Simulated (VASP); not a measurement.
# ScIr3C (Pm-3m) in VASP: further runs, part 2 of 2

VASP 6.6.1. Earlier steps stand in the parts before.

### Step 3. Single point, PBE

INCAR reads:

```
SYSTEM = ScIr3C
  PREC = Accurate
  ENCUT = 520
  EDIFF = 1E-6
  ISMEAR = -1
  SIGMA = 0.1
  LREAL = .FALSE.
  LASPH = .TRUE.
  NELM = 100
  ALGO = Normal
  ISIF = 2
  LWAVE = .FALSE.
  LCHARG = .FALSE.
  GGA = PE
  NBANDS = 29
```

KPOINTS reads:

```
Automatic mesh
0
G
  5 5 5
  0 0 0
```

POSCAR reads:

```
ScIr3C
1.0
    4.6851360000      0.0000000000      0.0000000000
    0.0000000000      4.6851360000      0.0000000000
    0.0000000000      0.0000000000      4.6851360000
Sc Ir C
1 3 1
Direct
    0.0000000000      0.0000000000      0.0000000000
    0.5000000000      0.0000000000      0.0000000000
    0.0000000000      0.5000000000      0.0000000000
    0.0000000000      0.0000000000      0.5000000000
    0.5000000000      0.5000000000      0.5000000000
```

Potentials or basis: VASP PAW PBE potentials, release 64 (Sc_sv, Ir, C).

On the command line:

```
$ cat potpaw_PBE.64/Sc_sv/POTCAR potpaw_PBE.64/Ir/POTCAR potpaw_PBE.64/C/POTCAR > POTCAR
$ mpirun -np 1 vasp_std > vasp.out
```

OUTCAR:

```text
SYSTEM = ScIr3C
   PREC = Accurate
   ENCUT = 520
   EDIFF = 1E-6
   ISMEAR = -1
   LREAL = .FALSE.
   LASPH = .TRUE.
   NELM = 100
   ISIF = 2
   GGA = PE

 ion  position               nearest neighbor table
   1  0.000  0.000  0.000-   2 2.34   3 2.34   4 2.34   4 2.34   3 2.34   2 2.34
   2  0.500  0.000  0.000-   1 2.34   1 2.34   4 3.31   4 3.31   3 3.31   3 3.31   3 3.31   4 3.31
                             4 3.31   3 3.31
   3  0.000  0.500  0.000-   1 2.34   1 2.34   4 3.31   4 3.31   2 3.31   2 3.31   4 3.31   4 3.31
                             2 3.31   2 3.31
   4  0.000  0.000  0.500-   1 2.34   1 2.34   3 3.31   2 3.31   2 3.31   3 3.31   3 3.31   3 3.31
                             2 3.31   2 3.31
   5  0.500  0.500  0.500-

  LATTYP: Found a simple cubic cell.
 ALAT       =     4.6851360000

  Lattice vectors:

 A1 = (   4.6851360000,   0.0000000000,   0.0000000000)
 A2 = (   0.0000000000,   4.6851360000,   0.0000000000)
 A3 = (   0.0000000000,   0.0000000000,   4.6851360000)

Analysis of symmetry for initial positions (statically):
=====================================================================
 Subroutine PRICEL returns:
 Original cell was already a primitive cell.

 Routine SETGRP: Setting up the symmetry group for a
 simple cubic supercell.

 Subroutine GETGRP returns: Found 48 space group operations
 (whereof 48 operations were pure point group operations)
 out of a pool of 48 trial point group operations.

The static configuration has the point symmetry O_h .

Analysis of symmetry for dynamics (positions and initial velocities):
=====================================================================
 Subroutine PRICEL returns:
 Original cell was already a primitive cell.

 Routine SETGRP: Setting up the symmetry group for a
 simple cubic supercell.

 Subroutine GETGRP returns: Found 48 space group operations
 (whereof 48 operations were pure point group operations)
 out of a pool of 48 trial point group operations.

The dynamic configuration has the point symmetry O_h .

 Subroutine INISYM returns: Found 48 space group operations
 (whereof 48 operations are pure point group operations),
 and found     1 'primitive' translations

----------------------------------------------------------------------------------------

                                     Primitive cell

  volume of cell :     102.8411

  direct lattice vectors                    reciprocal lattice vectors
     4.685136000  0.000000000  0.000000000     0.213440976  0.000000000  0.000000000
     0.000000000  4.685136000  0.000000000     0.000000000  0.213440976  0.000000000
     0.000000000  0.000000000  4.685136000     0.000000000  0.000000000  0.213440976

  length of vectors
     4.685136000  4.685136000  4.685136000     0.213440976  0.213440976  0.213440976

  position of ions in fractional coordinates (direct lattice)
     0.000000000  0.000000000  0.000000000
     0.500000000  0.000000000  0.000000000
     0.000000000  0.500000000  0.000000000
     0.000000000  0.000000000  0.500000000
     0.500000000  0.500000000  0.500000000

  ion indices of the primitive-cell ions
   primitive index   ion index
                 1           1
[... 32 lines left out ...]
            Coordinates               Weight
  0.000000  0.000000  0.000000      1.000000
  0.200000  0.000000  0.000000      6.000000
  0.400000  0.000000  0.000000      6.000000
  0.200000  0.200000  0.000000     12.000000
  0.400000  0.200000  0.000000     24.000000
  0.400000  0.400000  0.000000     12.000000
  0.200000  0.200000  0.200000      8.000000
  0.400000  0.200000  0.200000     24.000000
  0.400000  0.400000  0.200000     24.000000
  0.400000  0.400000  0.400000      8.000000
   k-points           NKPTS =     10   k-points in BZ     NKDIM =     10   number of bands    NBANDS=     29
   number of dos      NEDOS =    301   number of ions     NIONS =      5
   total plane-waves  NPLWV =  46656
   dimension x,y,z NGX =    36 NGY =   36 NGZ =   36
   dimension x,y,z NGXF=    72 NGYF=   72 NGZF=   72
   ions per type =               1   3   1
   NGX,Y,Z   is equivalent  to a cutoff of  12.77, 12.77, 12.77 a.u.
   NGXF,Y,Z  is equivalent  to a cutoff of  25.55, 25.55, 25.55 a.u.
 SYSTEM =  ScIr3C
   PREC   = accura    normal or accurate (medium, high low for compatibility)
   ISTART =      0    job   : 0-new  1-cont  2-samecut
   ICHARG =      2    charge: 1-file 2-atom 10-const
   ISPIN  =      1    spin polarized calculation?
   LNONCOLLINEAR =      F non collinear calculations
   LSORBIT =      F    spin-orbit coupling
   LASPH  =      T    aspherical Exc in radial PAW
   ENCUT  =  520.0 eV  38.22 Ry    6.18 a.u.   8.71  8.71  8.71*2*pi/ulx,y,z
   NELM   =    100;   NELMIN=  2; NELMDL= -5     # of ELM steps
   EDIFF  = 0.1E-05   stopping-criterion for ELM
   LREAL  =      F    real-space projection
   EDIFFG = 0.1E-04   stopping-criterion for IOM
   NSW    =      0    number of steps for IOM
   IBRION =     -1    ionic relax: 0-MD 1-quasi-New 2-CG
   NFREE  =      0    steps in history (QN), initial steepest desc. (CG)
   ISIF   =      2    stress and relaxation
   ISYM   =      2    0-nonsym 1-usesym 2-fastsym
   POTIM  = 0.5000    time-step for ionic-motion
   TEBEG  =    0.0;   TEEND  =   0.0 temperature during run
   PSTRESS=    0.0 pullay stress
   NELECT =      42.0000    total number of electrons
   NUPDOWN=      -1.0000    fix difference up-down
   EMIN   =  10.00;   EMAX   =-10.00  energy-range for DOS
   EFERMI =   0.00;   METHOD = LEGACY
   ISMEAR =    -1;   SIGMA  =   0.10  broadening in eV -4-tet -1-fermi 0-gaus
   EFERMI_NEDOS =   21; number of points for ismear=-14 and -15
   IALGO  =     38    algorithm
   IMIX   =      4    mixing-type and parameters
     AMIX     =   0.40;   BMIX     =  1.00
     AMIX_MAG =   1.60;   BMIX_MAG =  1.00
  volume/ion in A,a.u.               =      20.57       138.80
  Fermi-wavevector in a.u.,A,eV,Ry     =   1.214607  2.295274 20.072264  1.475270
  Thomas-Fermi vector in A             =   2.350021
   LORBIT       =      0    0 simple, 1 ext, 2 COOP (PROOUT), +10 PAW based schemes
   GGA     = PE    functional components
   LHFCALC =     F    Hartree Fock is set to
   AEXX    =    0.0000 exact exchange contribution
   IVDW    =     0    specifies the selected vdW correction
   LEPSILON=     F    determine dielectric tensor
   LRPA    =     F    only Hartree local field effects (RPA)
 non-spin polarized calculation
  energy-cutoff  :      520.00
  volume of cell :      102.84
 maximum number of plane-waves:      2789
 NGX is ok and might be reduce to    36
   NGX = 17   NGY = 17   NGZ = 17

 number of electron      41.9999986 magnetization

 Free energy of the ion-electron system (eV)
  ---------------------------------------------------
  ext. energy  EPLUGINS =         0.00000000
  ---------------------------------------------------
  free energy    TOTEN  =       -27.36238786 eV

  energy without entropy =      -27.12727788  energy(sigma->0) =      -27.24483287

 E-fermi :   3.1656     XC(G=0): -10.6504

 val. band max:        3.0715673956   @ k =   0.2000   0.2000   0.0000
 cond. band min:       3.2011499733   @ k =   0.4000   0.2000   0.2000
 fundamental gap:      0.1295825777
 Fermi energy:         3.1655761210

 k-point     1 :       0.0000    0.0000    0.0000
  band No.  band energies     occupation
      1     -44.1766      2.00000
      2     -23.0012      2.00000
      3     -23.0012      2.00000
      4     -23.0012      2.00000
      5      -5.8769      2.00000
      6      -1.4497      2.00000
[... 309 lines left out ...]
     28       5.8161      0.00000
     29       5.8161      0.00000

------------------------ aborting loop because EDIFF is reached ----------------------------------------

  FORCE on cell =-STRESS in cart. coord.  units (eV):
  Direction    XX          YY          ZZ          XY          YZ          ZX
  --------------------------------------------------------------------------------------
  -------------------------------------------------------------------------------------
  Total       -0.1019781     -0.1019781     -0.1019781      0.0000000      0.0000000     -0.0000000
  in kB       -1.5887322     -1.5887322     -1.5887322      0.0000000      0.0000000     -0.0000000
  external PRESSURE =      -1.5887322 kB  Pullay stress =       0.0000000 kB

 VOLUME and BASIS-vectors are now :
 -----------------------------------------------------------------------------
  energy-cutoff  :      520.00
  volume of cell :      102.84
      direct lattice vectors                 reciprocal lattice vectors
     4.685136000  0.000000000  0.000000000     0.213440976  0.000000000  0.000000000
     0.000000000  4.685136000  0.000000000     0.000000000  0.213440976  0.000000000
     0.000000000  0.000000000  4.685136000     0.000000000  0.000000000  0.213440976

 POSITION                                       TOTAL-FORCE (eV/Angst)
 -----------------------------------------------------------------------------------
      0.00000      0.00000      0.00000         0.000000      0.000000      0.000000
      2.34257      0.00000      0.00000         0.000000      0.000000      0.000000
      0.00000      2.34257      0.00000         0.000000      0.000000      0.000000
      0.00000      0.00000      2.34257         0.000000      0.000000      0.000000
      2.34257      2.34257      2.34257         0.000000      0.000000      0.000000
 -----------------------------------------------------------------------------------
    total drift:                                0.000000      0.000000     -0.000000

  FREE ENERGIE OF THE ION-ELECTRON SYSTEM (eV)
  ---------------------------------------------------
  free  energy   TOTEN  =       -27.3623878637 eV

  energy  without entropy=      -27.1272778778  energy(sigma->0) =      -27.24483287
```

OSZICAR:

```text
N       E                     dE             d eps       ncg     rms          rms(c)
DAV:   1     0.426072161157E+03    0.42607E+03   -0.18123E+04   580   0.141E+03
DAV:   2     0.135305526258E+02   -0.41254E+03   -0.39765E+03   580   0.428E+02
DAV:   3    -0.255823032192E+02   -0.39113E+02   -0.36154E+02   886   0.124E+02
DAV:   4    -0.283510828891E+02   -0.27688E+01   -0.26486E+01   936   0.362E+01
DAV:   5    -0.284145078650E+02   -0.63425E-01   -0.61665E-01   722   0.465E+00    0.217E+01
DAV:   6    -0.275171972836E+02    0.89731E+00   -0.35176E+00   995   0.129E+01    0.112E+01
DAV:   7    -0.275291628657E+02   -0.11966E-01   -0.13102E+00   947   0.993E+00    0.472E+00
DAV:   8    -0.274591022285E+02    0.70061E-01   -0.10610E+00   903   0.465E+00    0.287E+00
DAV:   9    -0.273630075528E+02    0.96095E-01   -0.33134E-01   970   0.364E+00    0.736E-01
DAV:  10    -0.273625384400E+02    0.46911E-03   -0.21105E-02   768   0.944E-01    0.112E-01
DAV:  11    -0.273623578507E+02    0.18059E-03   -0.17695E-03   817   0.304E-01    0.392E-02
DAV:  12    -0.273623815500E+02   -0.23699E-04   -0.19659E-04   760   0.861E-02    0.147E-02
DAV:  13    -0.273623873594E+02   -0.58094E-05   -0.25642E-05   809   0.384E-02    0.653E-03
DAV:  14    -0.273623878637E+02   -0.50434E-06   -0.24375E-06   495   0.113E-02
   1 F= -.27362388E+02 E0= -.27244833E+02  d E =-.235110E+00
```

Wall time 26 s (1 thread of Intel Xeon Platinum 8488C (Sapphire Rapids), shared host); peak memory 0.21 GiB.

Results:

| Property | Result |
| --- | --- |
| Free energy | -27.3624 eV |
| Pressure | -0.2 GPa |
| Band gap on the k mesh | none (metal or under the smearing width) |

Levels at points of the mesh, in eV from the Fermi level:
```csv
k point,band 19,band 20,band 21,band 22,band 23,band 24
"(0.00, 0.00, 0.00)",-0.61,-0.61,0.19,0.19,0.19,0.42
```

The run has no spin-orbit coupling, so splittings on Ir are missing.
